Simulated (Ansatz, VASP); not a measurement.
# Al16Se (Se/Al(111)): VASP beside Ansatz, part 2 of 3

Aim: how closely do two programs agree when they are given the same cell, functional and k mesh? Of the first pair: The structure shown is the start of the Ansatz relaxation below; VASP solves that cell, so the two are compared at the walk's first step.

VASP 6.6.1 and Ansatz 0.2.0.

So far: The structure; Ansatz: relaxation, PBE.

### Step 3. VASP: single point, PBE, start cell, pair 1

Level of this step: PBE; plane waves and PAW (Al, Se) (VASP).

The same cell, functional, mesh and smearing now go to VASP, with its own data sets.

Lines of VASP's logs that name or quote its potential files are left out, and so is its time.

Contents of INCAR:

```
SYSTEM = Al16Se
PREC = Accurate
ENCUT = 400
EDIFF = 1E-06
NELM = 120
ISMEAR = -1
SIGMA = 0.1
LREAL = .FALSE.
ALGO = Normal
GGA = PE
NBANDS = 44
LORBIT = 11
LWAVE = .FALSE.
LCHARG = .FALSE.
ISIF = 2
LDIPOL = .TRUE.
IDIPOL = 3
DIPOL = 0.5 0.5 0.477
LVHAR = .TRUE.
LASPH = .TRUE.
GGA_COMPAT = .FALSE.
NELMDL = -8
KPAR = 4
```

Contents of POSCAR:

```
Al16Se
1.0
    5.7275649276      0.0000000000      0.0000000000
    2.8637824638      4.9602167292      0.0000000000
    0.0000000000      0.0000000000     26.8090152073
Al Se
16 1
Direct
    0.9999999639      0.0000000685      0.3357079673
    0.1666666048      0.1666667094      0.4229274709
    0.3333332681      0.3333333727      0.5081857687
    0.9999999639      0.0000000685      0.5952293240
    0.9999999639      0.4999999912      0.3357079673
    0.1666665981      0.6666667127      0.4229274709
    0.3333332681      0.8333333828      0.5081857687
    0.9999999639      0.4999999912      0.5952293240
    0.4999998866      0.0000000685      0.3357079673
    0.6666666082      0.1666667027      0.4229274709
    0.8333332782      0.3333333727      0.5081857687
    0.4999998866      0.0000000685      0.5952293240
    0.4999999381      0.5000000427      0.3357079673
    0.6666666082      0.6666667127      0.4229274709
    0.8333332715      0.8333333761      0.5081857687
    0.4999999381      0.5000000427      0.5952293240
    0.1666666048      0.1666667094      0.6642920250
```

Contents of KPOINTS:

```
Automatic mesh
0
Gamma
6 6 1
0 0 0
```

The projector-augmented-wave data sets are Al and Se (PBE family, release 64).

Command:

```sh
$ mpirun -np 4 vasp_std
```

Numbers of over 12 decimals in the logs are rounded to 6 here.

Log:

```text
[banner, memory and clock lines left out]
running    4 mpi-ranks, on    1 nodes
 distrk:  each k-point on    1 cores,    4 groups
 distr:  one band on    1 cores,    1 groups

 POSCAR found type information on POSCAR AlSe
 POSCAR found :  2 types and      17 ions
|                                                                             |
|               ----> ADVICE to this user running VASP <----                  |
|                                                                             |
|     You have a (more or less) 'large supercell' and for larger cells it     |
|     might be more efficient to use real-space projection operators.         |
|     Therefore, try LREAL= Auto in the INCAR file.                           |
|     Mind: For very accurate calculation, you might also keep the            |
|     reciprocal projection scheme (i.e. LREAL=.FALSE.).                      |
|                                                                             |

 LDA part: xc-table for (Slater+PW92), standard interpolation
 POSCAR, INCAR and KPOINTS ok, starting setup
 FFT: planning ... GRIDC
 FFT: planning ... GRID_SOFT
 FFT: planning ... GRID
 WAVECAR not read
 entering main loop
       N       E                     dE             d eps       ncg     rms          rms(c)
DAV:   1     0.178954776807E+03    0.17895E+03   -0.14750E+04   616   0.723E+02
DAV:   2    -0.480764742005E+02   -0.22703E+03   -0.21684E+03   876   0.145E+02
DAV:   3    -0.637684167914E+02   -0.15692E+02   -0.15207E+02   740   0.361E+01
DAV:   4    -0.644723135026E+02   -0.70390E+00   -0.70166E+00   808   0.907E+00
DAV:   5    -0.645260198314E+02   -0.53706E-01   -0.53698E-01   952   0.256E+00
DAV:   6    -0.645277473365E+02   -0.17275E-02   -0.17274E-02   992   0.421E-01
DAV:   7    -0.645278432988E+02   -0.95962E-04   -0.95962E-04   960   0.892E-02
DAV:   8    -0.645278470276E+02   -0.37288E-05   -0.37286E-05   968   0.141E-02    0.688E+00
DAV:   9    -0.625863439801E+02    0.19415E+01   -0.42355E+00   644   0.785E+00    0.403E+00
DAV:  10    -0.626162867860E+02   -0.29943E-01   -0.24926E+00   752   0.590E+00    0.257E+00
DAV:  11    -0.629856553010E+02   -0.36937E+00   -0.51492E+00   760   0.916E+00    0.244E+00
DAV:  12    -0.621100419184E+02    0.87561E+00   -0.23359E+00   792   0.583E+00    0.517E-01
DAV:  13    -0.621210327852E+02   -0.10991E-01   -0.23849E-01   768   0.143E+00    0.473E-01
DAV:  14    -0.621194424196E+02    0.15904E-02   -0.85444E-03   908   0.338E-01    0.394E-01
[...]
DAV:  24    -0.621186840163E+02   -0.30895E-04   -0.27679E-06   640   0.378E-03    0.322E-03
DAV:  25    -0.621187112365E+02   -0.27220E-04   -0.22697E-06   592   0.376E-03    0.279E-03
DAV:  26    -0.621187253507E+02   -0.14114E-04   -0.10775E-06   552   0.283E-03    0.119E-03
DAV:  27    -0.621187342820E+02   -0.89313E-05   -0.37787E-07   560   0.181E-03    0.614E-04
DAV:  28    -0.621187428867E+02   -0.86047E-05   -0.36585E-07   548   0.148E-03    0.407E-04
DAV:  29    -0.621187456441E+02   -0.27573E-05   -0.82684E-08   500   0.884E-04    0.197E-04
DAV:  30    -0.621187471482E+02   -0.15042E-05   -0.58625E-08   496   0.649E-04    0.201E-04
DAV:  31    -0.621187480313E+02   -0.88302E-06   -0.31761E-08   472   0.508E-04
   1 F= -.62118748E+02 E0= -.62001940E+02  d E =-.233615E+00
```

From OUTCAR (step 3):

```text
ion  position               nearest neighbor table
   1  1.000  0.000  0.336-   9 2.86   5 2.86  13 2.86  13 2.86   2 2.86  10 2.86   6 2.86   9 2.86
                             5 2.86
   2  0.167  0.167  0.423-   3 2.82  11 2.82   7 2.82  10 2.86  14 2.86   6 2.86  10 2.86   6 2.86
                            14 2.86   1 2.86   9 2.86   5 2.86
   3  0.333  0.333  0.508-   2 2.82   6 2.82  10 2.82   8 2.86  12 2.86  16 2.86  11 2.86   7 2.86
                            15 2.86  15 2.86  11 2.86   7 2.86
   4  1.000  0.000  0.595-  17 2.48   7 2.86  11 2.86  15 2.86  12 2.86   8 2.86  16 2.86  16 2.86
                            12 2.86   8 2.86
   5  1.000  0.500  0.336-   1 2.86   9 2.86  13 2.86  13 2.86   2 2.86  14 2.86   6 2.86   9 2.86
                             1 2.86
   6  0.167  0.667  0.423-  15 2.82   3 2.82   7 2.82  14 2.86  10 2.86   2 2.86   2 2.86  10 2.86
                            14 2.86  13 2.86   5 2.86   1 2.86
   7  0.333  0.833  0.508-   2 2.82   6 2.82  14 2.82   4 2.86  12 2.86  16 2.86  11 2.86   3 2.86
                            15 2.86  15 2.86  11 2.86   3 2.86
   8  1.000  0.500  0.595-  17 2.48   3 2.86  11 2.86  15 2.86   4 2.86  12 2.86  16 2.86  16 2.86
                            12 2.86   4 2.86
   9  0.500  0.000  0.336-   1 2.86   5 2.86  13 2.86  13 2.86   2 2.86  10 2.86  14 2.86   1 2.86
                             5 2.86
  10  0.667  0.167  0.423-  15 2.82  11 2.82   3 2.82   6 2.86  14 2.86   2 2.86   2 2.86  14 2.86
                             6 2.86  13 2.86   1 2.86   9 2.86
  11  0.833  0.333  0.508-   2 2.82  10 2.82  14 2.82   8 2.86   4 2.86  16 2.86   3 2.86   7 2.86
                            15 2.86  15 2.86   3 2.86   7 2.86
  12  0.500  0.000  0.595-  17 2.48   7 2.86   3 2.86  15 2.86   4 2.86   8 2.86  16 2.86  16 2.86
                             4 2.86   8 2.86
  13  0.500  0.500  0.336-   5 2.86   9 2.86   1 2.86   1 2.86   5 2.86   9 2.86   6 2.86  10 2.86
                            14 2.86
  14  0.667  0.667  0.423-  15 2.82  11 2.82   7 2.82   6 2.86  10 2.86   2 2.86   2 2.86  10 2.86
                             6 2.86  13 2.86   5 2.86   9 2.86
  15  0.833  0.833  0.508-   6 2.82  10 2.82  14 2.82   4 2.86  12 2.86   8 2.86   7 2.86  11 2.86
                             3 2.86   3 2.86   7 2.86  11 2.86
  16  0.500  0.500  0.595-   3 2.86  11 2.86   7 2.86   8 2.86  12 2.86   4 2.86   4 2.86   8 2.86
                            12 2.86
  17  0.167  0.167  0.664-   4 2.48  12 2.48   8 2.48

  LATTYP: Found a hexagonal cell.
 ALAT       =     5.7275649277
 C/A-ratio  =     4.6807003580

 Subroutine GETGRP returns: Found  6 space group operations
 (whereof  2 operations were pure point group operations)

The static configuration has the point symmetry C_1h.
 The point group associated with its full space group is C_3v.

 Found      7 irreducible k-points:

   k-points           NKPTS =      7   k-points in BZ     NKDIM =      7   number of bands    NBANDS=     44

   dimension x,y,z NGX =    40 NGY =   40 NGZ =  180
   dimension x,y,z NGXF=    80 NGYF=   80 NGZF=  360

   ENCUT  =  400.0 eV  29.40 Ry    5.42 a.u.   9.34  9.34 43.72*2*pi/ulx,y,z

   NELECT =      54.0000    total number of electrons

 k-points in reciprocal lattice and weights: Automatic mesh
   0.00000000  0.00000000  0.00000000       0.028
   0.16666667  0.00000000  0.00000000       0.167
   0.33333333  0.00000000  0.00000000       0.167
   0.50000000  0.00000000  0.00000000       0.083
   0.33333333  0.16666667  0.00000000       0.167
   0.50000000  0.16666667  0.00000000       0.333
  -0.33333333  0.33333333  0.00000000       0.056

 dipolmoment           0.000000      0.000000      0.052427 electrons x Angstroem

 average (electrostatic) potential at core
       1 -80.3582       2 -80.2965       3 -80.2789       4 -80.5281       5 -80.3582
       6 -80.2295       7 -80.2789       8 -80.5281       9 -80.3582      10 -80.2295
      11 -80.2789      12 -80.5281      13 -80.3275      14 -80.2295      15 -80.1982
      16 -80.2638      17 -58.3177

 E-fermi :   0.3436

 k-point     1 :       0.0000    0.0000    0.0000
  band No.  band energies     occupation
    ...
     27      -0.7327      1.99996
     28       0.0464      1.90261
     29       0.3481      0.97760
     30       0.3698      0.86958
     31       0.3698      0.86958
     32       1.0347      0.00199
     33       1.0347      0.00199
     34       1.4999      0.00002
     35       2.5412      0.00000
     36       2.5872      0.00000
    ...

 k-point     2 :       0.1667    0.0000    0.0000
  band No.  band energies     occupation
    ...
     26      -0.7929      1.99998
     27      -0.4145      1.99898
     28       0.0120      1.92996
     29       0.2305      1.51210
     30       0.2445      1.45840
     31       0.6909      0.06018
     32       1.3702      0.00007
     33       1.4890      0.00002
     34       1.7113      0.00000
     35       2.4160      0.00000
    ...

 k-point     3 :       0.3333    0.0000    0.0000
  band No.  band energies     occupation
    ...
     23      -0.9073      1.99999
     24      -0.5235      1.99966
     25      -0.2783      1.99603
     26      -0.0957      1.97558
     27       0.4427      0.54145
     28       0.5943      0.15075
     29       0.6859      0.06318
     30       0.9437      0.00494
     31       1.2092      0.00035
     32       1.5402      0.00001
    ...

  Total       -2.4182039     -2.4182039      0.0722858      0.0000000      0.0000000     -0.0000000
  in kB       -5.0868856     -5.0868856      0.1520589      0.0000000      0.0000000     -0.0000000
  external PRESSURE =      -3.3405708 kB  Pullay stress =       0.0000000 kB

  energy-cutoff  :      400.00
  volume of cell :      761.64
      direct lattice vectors                 reciprocal lattice vectors
     5.727564928  0.000000000  0.000000000     0.174594267 -0.100802047  0.000000000
     2.863782464  4.960216729  0.000000000     0.000000000  0.201604094  0.000000000
     0.000000000  0.000000000 26.809015207     0.000000000  0.000000000  0.037300885

 POSITION                                       TOTAL-FORCE (eV/Angst)
 -----------------------------------------------------------------------------------
      5.72756      0.00000      9.00000        -0.092181     -0.053220      0.020315
      1.43189      0.82670     11.33827        -0.000000      0.000000      0.142131
      2.86378      1.65341     13.62396        -0.017410     -0.010052      0.222365
      5.72756      0.00000     15.95751        -0.556680     -0.321399     -0.026424
      7.15946      2.48011      9.00000        -0.000000      0.106441      0.020315
      2.86378      3.30681     11.33827        -0.025223      0.014563     -0.073567
      4.29567      4.13351     13.62396        -0.000000      0.020104      0.222365
      7.15946      2.48011     15.95751         0.000000      0.642798     -0.026424
      2.86378      0.00000      9.00000         0.092181     -0.053220      0.020315
      4.29567      0.82670     11.33827        -0.000000     -0.029125     -0.073567
      5.72756      1.65341     13.62396         0.017410     -0.010052      0.222365
      2.86378      0.00000     15.95751         0.556680     -0.321399     -0.026424
      4.29567      2.48011      9.00000        -0.000000      0.000000     -0.049382
      5.72756      3.30681     11.33827         0.025223      0.014563     -0.073567
      7.15946      4.13351     13.62396        -0.000000      0.000000     -0.358011
      4.29567      2.48011     15.95751        -0.000000      0.000000     -0.464618
      1.43189      0.82670     17.80902        -0.000000      0.000000      0.301815
 -----------------------------------------------------------------------------------
    total drift:                                0.000002     -0.000031      0.000079

  FREE ENERGIE OF THE ION-ELECTRON SYSTEM (eV)
  ---------------------------------------------------
  free  energy   TOTEN  =       -62.1187480313 eV

  energy  without entropy=      -61.8851329288  energy(sigma->0) =      -62.00194048

 vacuum level on the upper side and lower side of the slab         4.708         4.374

 total charge
# of ion       s       p       d       tot
------------------------------------------
    1        0.453   0.305   0.000   0.758
    2        0.431   0.338   0.000   0.769
    3        0.423   0.346   0.000   0.768
    4        0.420   0.333   0.000   0.753
    5        0.453   0.305   0.000   0.758
    6        0.431   0.343   0.000   0.774
    7        0.423   0.346   0.000   0.768
    8        0.420   0.333   0.000   0.753
    9        0.453   0.305   0.000   0.758
   10        0.431   0.343   0.000   0.774
   11        0.423   0.346   0.000   0.768
   12        0.420   0.333   0.000   0.753
   13        0.452   0.306   0.000   0.758
   14        0.431   0.343   0.000   0.774
   15        0.444   0.338   0.000   0.782
   16        0.456   0.317   0.000   0.773
   17        1.475   2.353   0.035   3.863
--------------------------------------------------
tot          8.440   7.633   0.035  16.107

[... 3 further parts left out ...]
```

### Step 4. Comparison

Known differences besides the potentials themselves: the data sets hold 64 valence electrons in Ansatz (on its default PAW (the set named soft_2) files) and 54 in VASP; the cutoff is 420 eV in Ansatz and 400 eV in VASP. Total energies have different zeros and are not compared.

Forces on 7 of the 17 atoms, those with the largest forces and the largest differences (eV/Å; atoms numbered as in POSCAR):

```csv
atom,"Ansatz x, y, z","VASP x, y, z"
Al4,"-0.554, -0.320, -0.022","-0.557, -0.321, -0.026"
Al7,"0.000, 0.020, 0.223","0.000, 0.020, 0.222"
Al8,"0.000, 0.639, -0.022","0.000, 0.643, -0.026"
Al12,"0.554, -0.320, -0.022","0.557, -0.321, -0.026"
Al15,"0.000, 0.000, -0.355","0.000, 0.000, -0.358"
Al16,"0.000, 0.000, -0.463","0.000, 0.000, -0.465"
Se17,"0.000, 0.000, 0.292","0.000, 0.000, 0.302"
```

The forces differ by 2.0 meV/Å r.m.s., which is 1.0 % of the r.m.s. force of 0.193 eV/Å (both taken over all components). Where the cell holds vacuum, a pressure given here is an average over it and none of the material.

### Step 5. Ansatz: relaxation, PBE

This run makes the geometry at which the two programs are then compared.

The structure compared here is the end of the Ansatz relaxation.

This is the run of step 2 again, met here at its other cell.

### Step 6. VASP: single point, PBE, relaxed atoms in a fixed cell, pair 2

The same cell, functional, mesh and smearing now go to VASP, with its own data sets.

INCAR is that of step 3.

Contents of POSCAR:

```
Al16Se
1.0
    5.7275649276      0.0000000000      0.0000000000
    2.8637824638      4.9602167292      0.0000000000
    0.0000000000      0.0000000000     26.8090152073
Al Se
16 1
Direct
    0.0000000000      0.0000000000      0.3357079673
    0.1666666667      0.1666666667      0.4229274556
    0.3309553768      0.3309553768      0.5096619076
    0.9920930453      0.9920930453      0.5966246147
    0.0000000000      0.5000000000      0.3357079673
    0.1666666667      0.6666666667      0.4229274556
    0.3309553768      0.8380892464      0.5096619076
    0.9920930453      0.5158139096      0.5966246147
    0.5000000000      0.0000000000      0.3357079673
    0.6666666667      0.1666666667      0.4229274556
    0.8380892464      0.3309553768      0.5096619076
    0.5158139096      0.9920930453      0.5966246147
    0.5000000000      0.5000000000      0.3357079673
    0.6666666667      0.6666666667      0.4229274556
    0.8333333334      0.8333333334      0.5052449458
    0.5000000000      0.5000000000      0.5908182731
    0.1666666667      0.1666666667      0.6638362667
```

KPOINTS is that of step 3.

Command:

```sh
$ mpirun -np 4 vasp_std
```

Log:

```text
[banner, memory and clock lines left out]
running    4 mpi-ranks, on    1 nodes
[...]
[... a notice as in an earlier step ...]

 LDA part: xc-table for (Slater+PW92), standard interpolation
 POSCAR, INCAR and KPOINTS ok, starting setup
[...]
entering main loop
       N       E                     dE             d eps       ncg     rms          rms(c)
DAV:   1     0.178790137314E+03    0.17879E+03   -0.14749E+04   616   0.723E+02
DAV:   2    -0.483294427421E+02   -0.22712E+03   -0.21690E+03   876   0.145E+02
DAV:   3    -0.638467418126E+02   -0.15517E+02   -0.15048E+02   752   0.359E+01
DAV:   4    -0.645569367985E+02   -0.71019E+00   -0.70829E+00   820   0.912E+00
[...]
DAV:  29    -0.622530568881E+02   -0.34003E-05   -0.10371E-07   500   0.105E-03    0.112E-03
DAV:  30    -0.622530601023E+02   -0.32142E-05   -0.16574E-07   524   0.949E-04    0.556E-04
DAV:  31    -0.622530605345E+02   -0.43220E-06   -0.23883E-08   472   0.547E-04
   1 F= -.62253061E+02 E0= -.62136449E+02  d E =-.233224E+00
```

From OUTCAR (step 6):

```text
  Total       -2.3325809     -2.3325809     -0.0840520      0.0000000      0.0000000     -0.0000000
  in kB       -4.9067707     -4.9067707     -0.1768101      0.0000000      0.0000000     -0.0000000
  external PRESSURE =      -3.3301172 kB  Pullay stress =       0.0000000 kB

 POSITION                                       TOTAL-FORCE (eV/Angst)
 -----------------------------------------------------------------------------------
      0.00000      0.00000      9.00000        -0.088787     -0.051261      0.018021
      1.43189      0.82670     11.33827         0.000000      0.000000      0.179612
      2.84335      1.64161     13.66353        -0.000944     -0.000545     -0.000005
      8.52342      4.92100     15.99492        -0.003908     -0.002256     -0.002544
      1.43189      2.48011      9.00000         0.000000      0.102522      0.018021
      2.86378      3.30681     11.33827         0.086913     -0.050179     -0.058603
      4.29567      4.15710     13.66353         0.000000      0.001090     -0.000005
      7.15946      2.55855     15.99492         0.000000      0.004512     -0.002544
      2.86378      0.00000      9.00000         0.088787     -0.051261      0.018021
      4.29567      0.82670     11.33827         0.000000      0.100358     -0.058603
      5.74799      1.64161     13.66353         0.000944     -0.000545     -0.000005
      5.79550      4.92100     15.99492         0.003908     -0.002256     -0.002544
      4.29567      2.48011      9.00000         0.000000      0.000000     -0.049737
      5.72756      3.30681     11.33827        -0.086913     -0.050179     -0.058603
[...]
-----------------------------------------------------------------------------------
    total drift:                               -0.000000     -0.000000      0.000152

  FREE ENERGIE OF THE ION-ELECTRON SYSTEM (eV)
  ---------------------------------------------------
  free  energy   TOTEN  =       -62.2530605345 eV

  energy  without entropy=      -62.0198365233  energy(sigma->0) =      -62.13644853

[... 2 parts as in an earlier step ...]

[... 1 further part left out ...]
[key lines of the parts left out:]
E-fermi :   0.3274
```

### Step 7. Differences

What differs besides the data sets and the points named for the pairs above, as far as they apply: the data sets hold 64 valence electrons in Ansatz (on its default PAW (the set named soft_2) files) and 54 in VASP. Total energies have different zeros and are not compared.

Both answers:

```
                                   quantity  Ansatz  VASP  difference
 work function, lower of the two faces (eV)    4.03  4.03        0.00
work function, higher of the two faces (eV)    4.41  4.41        0.00
```

Forces on 10 of the 17 atoms, those with the largest forces and the largest differences (eV/Å; atoms numbered as in POSCAR):

| atom | Ansatz x, y, z | VASP x, y, z |
| --- | --- | --- |
| Al1 | -0.089, -0.051, 0.017 | -0.089, -0.051, 0.018 |
| Al2 | 0.000, 0.000, 0.179 | 0.000, 0.000, 0.180 |
| Al4 | -0.001, 0.000, 0.001 | -0.004, -0.002, -0.003 |
| Al5 | 0.000, 0.102, 0.017 | 0.000, 0.103, 0.018 |
| Al6 | 0.087, -0.050, -0.059 | 0.087, -0.050, -0.059 |
| Al9 | 0.089, -0.051, 0.017 | 0.089, -0.051, 0.018 |
| Al10 | 0.000, 0.100, -0.059 | 0.000, 0.100, -0.059 |
| Al12 | 0.001, 0.000, 0.001 | 0.004, -0.002, -0.003 |
| Al14 | -0.087, -0.050, -0.059 | -0.087, -0.050, -0.059 |
| Se17 | 0.000, 0.000, -0.004 | 0.000, 0.000, 0.004 |

The forces differ by 1.9 meV/Å r.m.s., which is 4.0 % of the r.m.s. force of 0.046 eV/Å (both taken over all components). Where the cell holds vacuum, a pressure given here is an average over it and none of the material.

(Continued in part 3 of 3.)

[Lines on the potential files, build, host, timing and source positions are cut from VASP's logs without a mark.]

[Logs are printed without paths, hosts, clocks, repeated set-up lines and the standing remarks that a program may print on its own settings, such as how far it seeks lower states.]

[Hosts, paths, dates, database ids (printed as entryN), source tags and the programs' standing remarks are cut or masked in the printed files.]
